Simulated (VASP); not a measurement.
Consider the following.

```yaml
crystal:
  lattice:
    - [0.00000, 2.63183, 2.63183]
    - [2.63183, 0.00000, 2.63183]
    - [2.63183, 2.63183, 0.00000]
  atoms:
    - { symbol: Zn, position: [0.25000, 0.25000, 0.25000] }
    - { symbol: Ni, position: [0.00000, 0.00000, 0.00000] }
```

Level of theory: r2SCAN meta-GGA, VASP's PBE PAW potentials (set 64) (plane waves; VASP). Numerical set-up: 400 eV cut-off, 13×13×13 Γ-centred mesh, tetrahedra with Blöchl corrections, potentials Zn Ni.

Question: Estimate the energy per atom (σ→0), band gap (over mesh and band path) with the smallest direct gap where there is one.

Answer: 
```json
{
 "band gap (over mesh and band path)": "none (metal, semimetal or under 0.01 eV)",
 "energy per atom (σ→0)": "-9.503 eV/atom"
}
```

The structure comes from a measured ZnNi entry (F-43m) of the Crystallography Open Database, whose conditions weren't checked. It was relaxed first, which changed the volume by -8 %. The run is not spin-polarised, so no magnetic state was tried.
